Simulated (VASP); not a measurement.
**GaP: relaxation of cell and atoms with PBE**

The system is GaP.

```xyz
2
Lattice="0.0000 2.7252 2.7252 2.7252 0.0000 2.7252 2.7252 2.7252 0.0000" Properties=species:S:1:pos:R:3 pbc="T T T"
Ga    0.0000    0.0000    0.0000
P     1.3626    1.3626    1.3626
```

| Quantity | Value |
| --- | --- |
| Program | VASP 6.6.1 |
| Task | relaxation of cell and atoms |
| Functional | PBE |
| Potentials or basis | VASP PAW PBE potentials, release 64 (Ga_d, P) |
| Cutoff | 600 eV |
| k mesh | 8 × 8 × 8 |
| Occupations | gaussian, width 0.02 eV |
| Spin | no spin polarisation |
| Further INCAR settings | ALGO = Normal; EDIFF = 1e-07; IBRION = 2; EDIFFG = -0.004; NSW = 80; ISIF = 3 |

```yaml
Relaxed_volume: 20.86 Å³/atom
Relaxed_cell: a = 3.893 Å, b = 3.893 Å, c = 3.893 Å, α = 60.00°, β = 60.00°, γ = 60.00°
Space_group_after_relaxing_to_0.05_Å: F-43m (No. 216)
Energy_gained_by_relaxing: 4.6 meV/atom
Ionic_steps: 3
Pressure_after_relaxing: 0.0 GPa
Band_gap_on_the_k_mesh: 1.58 eV, direct
```

The path:
| step | energy change (eV) | largest force (eV/Å) | pressure (GPa) | volume (Å³) |
| --- | --- | --- | --- | --- |
| 1 | 0.0000 | 0.0000 | 2.46 | 40.48 |
| 2 | -0.0071 | 0.0000 | -1.06 | 42.33 |
| 3 | -0.0092 | 0.0000 | 0.00 | 41.71 |

Final structure:
```cif
data_structure
_symmetry_space_group_name_H-M 'P 1'
_symmetry_Int_Tables_number 1
_cell_length_a 3.8928
_cell_length_b 3.8928
_cell_length_c 3.8928
_cell_angle_alpha 60.000
_cell_angle_beta 60.000
_cell_angle_gamma 60.000
_cell_volume 41.71
loop_
_atom_site_label
_atom_site_type_symbol
_atom_site_fract_x
_atom_site_fract_y
_atom_site_fract_z
_atom_site_occupancy
Ga1 Ga 0.00000 0.00000 0.00000 1
P1 P 0.25000 0.25000 0.25000 1
```

Levels at points of the mesh, in eV from the valence-band top:
| k point | band 6 | band 7 | band 8 | band 9 | band 10 | band 11 | band 12 | band 13 |
| --- | --- | --- | --- | --- | --- | --- | --- | --- |
| (0.00, 0.00, 0.00) | -12.27 | 0.00 | 0.00 | 0.00 | 1.58 | 3.90 | 3.90 | 3.90 |
| (0.50, 0.00, 0.00) | -10.30 | -6.46 | -1.07 | -1.07 | 1.58 | 4.73 | 4.73 | 8.23 |
| (0.50, 0.50, 0.00) | -9.44 | -6.61 | -2.58 | -2.58 | 1.72 | 1.85 | 10.37 | 10.37 |

Run time: 24 s on 1 thread of Intel(R) Xeon(R) Platinum 8488C (Sapphire Rapids), with other jobs on the host, peak memory 0.19 GiB.

A k mesh can miss the band edges. Zero-point motion and thermal expansion aren't in these numbers.
